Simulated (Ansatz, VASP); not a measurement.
NaY in VASP and in Ansatz

```
Na Y
1.0
     3.99216    0.00000    0.00000
     0.00000    3.99216    0.00000
     0.00000    0.00000    3.99216
Na Y
1 1
Direct
  0.50000 0.50000 0.50000
  0.00000 0.00000 0.00000
```

Change from the starting cell: species swapped into the SmCd type (Pm-3m, No. 221).

Alike in both runs: task relaxation of cell and atoms; functional PBE; k mesh 14 × 14 × 14; occupations gaussian, width 0.1 eV; no spin polarisation.

|  | VASP | Ansatz |
| --- | --- | --- |
| version | VASP 6.6.1 | Ansatz 0.2.0 |
| potentials or method | VASP PAW PBE potentials, release 64 (Na_pv, Y_sv) | scalar-relativistic, plane waves, PAW |
| plane-wave cutoff (eV) | 600 | 420 |
| valence electrons in the cell | 18 | 20 |

Ansatz gave:

| Property | Result |
| --- | --- |
| gap on the k mesh at the Fermi level, each at its own relaxed structure (eV) | none |
| relaxed volume (Å³/atom) | 32.29 |
| relaxed cell length with the largest relative difference (Å) | 4.012 |

**Question.** Estimate VASP's values.

**Answer.** gap on the k mesh at the Fermi level, each at its own relaxed structure (eV): none; relaxed volume (Å³/atom): 32.27; relaxed cell length with the largest relative difference (Å): 4.011.

A gap of «none» marks a metal or a gap that the smearing closes. The two sets of potentials don't hold the same shells in valence.
